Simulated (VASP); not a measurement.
Data:

```xyz
8
Lattice="-0.0071 5.7042 5.7145 5.7042 -0.0071 5.7145 2.8486 2.8486 0.0000" Properties=species:S:1:pos:R:3 pbc="T T T"
Zn     2.8486     2.8486     0.0045
S      1.4243     1.4243     1.2865
S      4.3526     1.3446     4.3635
S      1.3446     4.3526     4.3635
S      4.2728     4.2728     7.1451
Cd     5.6833     2.8624     2.8586
Cd     2.8624     5.6833     2.8586
Cd     2.8486     2.8486     5.6924
```

All values below come from PBEsol GGA, VASP's PBE PAW potentials (set 64) (plane waves; VASP 6.6.1). Numerical set-up: 400 eV cut-off, 4×4×8 Γ-centred mesh, tetrahedra with Blöchl corrections, potentials Zn S Cd.

Task: Estimate the energy per atom (σ→0), band gap (on the k-mesh) with the smallest direct gap where there is one.

Result: 
```yaml
band gap (on the k-mesh): 1.12 eV
smallest direct gap (on the k-mesh): 1.12 eV
energy per atom (σ→0): -3.484 eV/atom
```

The structure was generated: Cd3ZnS4 was put into an ordered model structure (Amm2), which need not be its known phase. It was relaxed first.
